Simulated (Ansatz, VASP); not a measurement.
# Cross-check of Si (amorphous Si) between VASP and Ansatz, part 2 of 2

Aim: how closely do two programs agree when they are given the same cell, functional and k mesh? Of the first pair: The structure shown is the start of the Ansatz relaxation below; VASP solves that cell, so the two are compared at the walk's first step.

VASP 6.6.1 and Ansatz 0.2.0.

So far. Step 3 (VASP: single point, PBE, start cell, pair 1): The run ends at a pressure of -0.02 GPa, with forces up to 1.6 eV/Å.

**5. Ansatz: relaxation, PBE**

Level of this step: Ansatz beside VASP: Kohn-Sham DFT, plane waves, PBE (Ansatz).

This run makes the geometry at which the two programs are then compared. The cell compared in this pair holds 3496.12 Å³, against 3487.40 Å³ for the pair before.

The structure compared here is the end of the Ansatz relaxation.

The input, input.yaml:

```yaml
crystal:
  lattice:
    - [15.1647, 0.0, 0.0]
    - [0.0, 15.1647, 0.0]
    - [0.0, 0.0, 15.1647]
  atoms:
    - { symbol: Si, position: [0.96138, 0.88831, 0.32436] }
    - { symbol: Si, position: [0.33305, 0.9789, 0.30183] }
    - { symbol: Si, position: [0.1684, 0.52752, 0.68744] }
    - { symbol: Si, position: [0.72457, 0.7981, 0.50002] }
    - { symbol: Si, position: [0.42802, 0.61947, 0.8501] }
    - { symbol: Si, position: [0.49275, 0.37979, 0.9342] }
    - { symbol: Si, position: [0.60462, 0.02234, 0.47352] }
    - { symbol: Si, position: [0.52825, 0.45468, 0.36311] }
    - { symbol: Si, position: [0.25767, 0.87943, 0.64212] }
    - { symbol: Si, position: [0.18579, 0.27277, 0.02843] }
    - { symbol: Si, position: [0.89571, 0.51712, 0.04961] }
    - { symbol: Si, position: [0.60873, 0.68434, 0.69558] }
    - { symbol: Si, position: [0.73208, 0.3179, 0.4452] }
    - { symbol: Si, position: [0.14451, 0.12108, 0.31771] }
    - { symbol: Si, position: [0.9374, 0.66258, 0.10091] }
    - { symbol: Si, position: [0.85828, 0.52528, 0.70427] }
    - { symbol: Si, position: [0.34243, 0.17963, 0.41096] }
    - { symbol: Si, position: [0.35735, 0.02762, 0.44414] }
    - { symbol: Si, position: [0.03013, 0.34713, 0.583] }
    - { symbol: Si, position: [0.46623, 0.71885, 0.96478] }
    - { symbol: Si, position: [0.90785, 0.47629, 0.29687] }
    - { symbol: Si, position: [0.54792, 0.98567, 0.88105] }
    - { symbol: Si, position: [0.76585, 0.40888, 0.8797] }
    - { symbol: Si, position: [0.64274, 0.58689, 0.9924] }
    - { symbol: Si, position: [0.76066, 0.51949, 0.31749] }
    - { symbol: Si, position: [0.92612, 0.4724, 0.56424] }
    - { symbol: Si, position: [0.38182, 0.24483, 0.71625] }
    - { symbol: Si, position: [0.84242, 0.68951, 0.885] }
    - { symbol: Si, position: [0.14663, 0.87525, 0.44614] }
    - { symbol: Si, position: [0.17943, 0.1755, 0.8287] }
[... 133 atom lines left out ...]
    - { symbol: Si, position: [0.31906, 0.06837, 0.17823] }
    - { symbol: Si, position: [0.72675, 0.95651, 0.25735] }
    - { symbol: Si, position: [0.79449, 0.15841, 0.79393] }
    - { symbol: Si, position: [0.21191, 0.94321, 0.78073] }
    - { symbol: Si, position: [0.59947, 0.12857, 0.3612] }
    - { symbol: Si, position: [0.36995, 0.27006, 0.56282] }
kpoints:
  mp_grid: { grid: [1, 1, 1] }
hamiltonian:
  xc: pbe
scf:
  occupations: { method: gaussian, width: 0.025 }
output:
  forces: true
relax:
  f_tol: 0.05
  max_steps: 150
  cell: {}
```

The run is started by

```
> ansatz run input.yaml --threads 4 --pin off --max-ram 15872MiB --backend cpu --events-out ev --progress --plain --runs-dir out
```

Numbers of over 12 decimals in the logs are rounded to 6 here.

What it wrote:

```text
[...]
Crystal: 169 atoms, lattice volume = 3487.398 Å³
Basis set: ecut = 420 eV, 68243 PW (Γ), exchange–correlation on 216×216×216 points (8 copies of the dense FFT grid, shifted against one another)
Bands: 507, of which v1, the nominal top of the filled ones, is band 338 counted from 1 (337 counted from 0)
Symmetry: 1 space group operations
[...]
k-points: 1
[...]
- { symbol: Si, position: [0.707332, 0.189462, 0.672007] }
    - { symbol: Si, position: [0.661012, -0.025715, 0.993929] }
    - { symbol: Si, position: [0.018768, 0.091901, 0.628760] }
    - { symbol: Si, position: [0.252187, 0.132914, 0.977882] }
    - { symbol: Si, position: [0.288119, 0.630741, 0.899828] }
    - { symbol: Si, position: [0.622235, 0.368843, 0.176325] }
[...]
- { symbol: Si, position: [0.800856, 0.166897, 0.793982] }
    - { symbol: Si, position: [0.207488, 0.945171, 0.778073] }
    - { symbol: Si, position: [0.593346, 0.123854, 0.359615] }
    - { symbol: Si, position: [0.358929, 0.282014, 0.563429] }
```

**6. VASP: single point, PBE, relaxed cell, pair 2**

The same cell, functional, mesh and smearing now go to VASP, with its own data sets.

The input, INCAR:

```
SYSTEM = Si
PREC = Accurate
ENCUT = 500
EDIFF = 1E-06
NELM = 120
ISMEAR = 0
SIGMA = 0.025
LREAL = Auto
ALGO = Normal
GGA = PE
NBANDS = 456
LORBIT = 11
LWAVE = .FALSE.
LCHARG = .FALSE.
ISIF = 2
LASPH = .TRUE.
GGA_COMPAT = .FALSE.
EFERMI = MIDGAP
```

The input, POSCAR:

```
Si
1.0
   15.2291940000      0.2468200000      0.0478030000
    0.2468200000     15.2332760000      0.0272620000
    0.0478030000      0.0272620000     15.0742370000
Si
169
Direct
    0.9477100000      0.8661500000      0.3350400000
    0.3164300000      0.9711400000      0.3020200000
    0.1511100000      0.4843800000      0.6856300000
    0.7211700000      0.7963900000      0.4901600000
    0.4380800000      0.6326200000      0.8498800000
    0.4900300000      0.3902700000      0.9235600000
    0.6076700000      0.0157900000      0.4744500000
    0.5275600000      0.4548700000      0.3792500000
    0.2518700000      0.8703000000      0.6452400000
    0.1973200000      0.2640000000      0.0388000000
    0.9076200000      0.5079500000      0.0485600000
    0.6183400000      0.6869200000      0.6889300000
    0.7374700000      0.3124100000      0.4495100000
    0.1287600000      0.1257200000      0.3328100000
    0.9422000000      0.6498800000      0.1011200000
    0.8741200000      0.5274400000      0.7110600000
    0.3336200000      0.1848600000      0.4169700000
    0.3465800000      0.0294100000      0.4425900000
    0.9916400000      0.3535500000      0.5280000000
    0.4726200000      0.7413200000      0.9559300000
    0.9015900000      0.4721100000      0.3046400000
    0.5648800000      0.9911200000      0.8701500000
    0.7758400000      0.4316400000      0.8800900000
    0.6456700000      0.5804200000      0.0001500000
    0.7593700000      0.5163800000      0.3384900000
    0.9307500000      0.4937800000      0.5689300000
    0.3784700000      0.2479100000      0.7165800000
    0.8483700000      0.6893200000      0.8832400000
    0.1378800000      0.8817400000      0.4515500000
    0.1826100000      0.1716500000      0.8424300000
[... 133 atom lines left out ...]
    0.3214600000      0.0731400000      0.1851600000
    0.7233600000      0.9439500000      0.2607500000
    0.8008600000      0.1669000000      0.7939800000
    0.2074900000      0.9451700000      0.7780700000
    0.5933500000      0.1238500000      0.3596100000
    0.3589300000      0.2820100000      0.5634300000
```

The input, KPOINTS:

```
Automatic mesh
0
Gamma
1 1 1
0 0 0
```

PAW data sets: Si (PBE family, release 64).

The run is started by

```
> export OMP_NUM_THREADS=3
> mpirun -np 1 vasp_gam
```

What it wrote:

```text
[... set-up lines as in an earlier step ...]
 entering main loop
       N       E                     dE             d eps       ncg     rms          rms(c)
DAV:   1     0.322200180827E+04    0.32220E+04   -0.28599E+05   912   0.127E+03
DAV:   2    -0.473501502095E+03   -0.36955E+04   -0.34694E+04  1136   0.212E+02
DAV:   3    -0.878576518602E+03   -0.40508E+03   -0.39238E+03  1144   0.611E+01
DAV:   4    -0.892867375384E+03   -0.14291E+02   -0.14117E+02  1136   0.133E+01
[...]
DAV:  18    -0.875868427763E+03   -0.24679E-05   -0.15768E-06   728   0.164E-03    0.172E-03
DAV:  19    -0.875868428859E+03   -0.10954E-05   -0.87655E-07   688   0.132E-03    0.723E-04
DAV:  20    -0.875868428999E+03   -0.14078E-06   -0.16202E-07   560   0.581E-04
   1 F= -.87586843E+03 E0= -.87586832E+03  d E =-.213513E-03
```

From OUTCAR (step 6):

```text
  FREE ENERGIE OF THE ION-ELECTRON SYSTEM (eV)
  ---------------------------------------------------
  free  energy   TOTEN  =      -875.8684289994 eV

  energy  without entropy=     -875.8682154860  energy(sigma->0) =     -875.86832224
```

The run ends at a pressure of -0.07 GPa, with forces up to 0.046 eV/Å.

**7. Side by side**

What differs besides the data sets and the points named for the pairs above, as far as they apply: the cutoff is 420 eV in Ansatz and 500 eV in VASP (PREC = Accurate, projectors in real space). Total energies have different zeros and are not compared.

The two programs side by side:

| quantity | Ansatz | VASP | difference |
| --- | --- | --- | --- |
| pressure (GPa) | 0.00 | -0.07 | +0.07 |
| gap on the k mesh (eV) | 0.110 | 0.111 | -0.001 |

At this near-relaxed geometry the largest component of a force difference is 10 meV/Å. A gap on the mesh is an upper bound, since the band edges may lie between its points.

**8. Results**

- r.m.s. force difference (single point, PBE, start cell, pair 1): 0.55 % of the r.m.s. force
- difference in gap on the k mesh (single point, PBE, relaxed cell, pair 2): -5.9e-4 eV

In words: The r.m.s. force difference is 0.55 % of the r.m.s. force (single point, PBE, start cell, pair 1), within the 3 % picked in this series as the mark of a large difference. Such differences can come from data sets, numerical settings and the points named under the comparisons, not from the functional's error against experiment.

[Lines on the potential files, build, host, timing and source positions are cut from VASP's logs without a mark.]

[Logs are printed without paths, hosts, clocks, repeated set-up lines and the standing remarks that a program may print on its own settings, such as how far it seeks lower states.]

[Hosts, paths, dates, database ids (printed as entryN), source tags and the programs' standing remarks are cut or masked in the printed files.]
